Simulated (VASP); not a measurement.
A run of VASP 6.6.1:

INCAR

```
SYSTEM = GaBiSe4
ALGO = Normal ; EDIFF = 1E-6
EDIFFG = -0.01 ; ENCUT = 520
GGA = PE ; IBRION = 2
ISIF = 3 ; ISMEAR = 0
KPAR = 4 ; LASPH = .TRUE.
LCHARG = .FALSE. ; LREAL = .FALSE.
LWAVE = .FALSE. ; NELM = 120
NSW = 90 ; PREC = Accurate
SIGMA = 0.1
```

The input KPOINTS:

```
k-points
0
G
  6 8 6
  0 0 0
```

POSCAR

```
GaBiSe4
1.0
    6.1730992200      0.0000000000      0.0000000000
    0.0000000000      3.9610000000      0.0000000000
   -0.0750342700      0.0000000000      6.5316795600
Ga Bi Se
1 1 4
Direct
    0.0000000000      0.0000000000      0.0000000000
    0.0000000000      0.5000000000      0.5000000000
    0.2495010900      0.5000000000      0.1360582600
    0.7504989100      0.5000000000      0.8639417400
    0.7328000700      0.0000000000      0.3046001200
    0.2671999300      0.0000000000      0.6953998800
```

Potentials or basis: VASP PAW PBE potentials, release 64 (Ga_d, Bi_d, Se).

The run is started by

```sh
$ cat potpaw_PBE.64/Ga_d/POTCAR potpaw_PBE.64/Bi_d/POTCAR potpaw_PBE.64/Se/POTCAR > POTCAR
$ mpirun -np 4 vasp_std > vasp.out
```

Hardware: 4 MPI ranks on Intel(R) Xeon(R) Platinum 8488C (Sapphire Rapids) (shared host).

Q: Estimate the wall time of this run.

A: Wall time 58 min on 4 MPI ranks on Intel(R) Xeon(R) Platinum 8488C (Sapphire Rapids), with other jobs on the host, peak memory 0.63 GiB a rank. Counts: scf iterations 391, k points 100, ion steps 53.
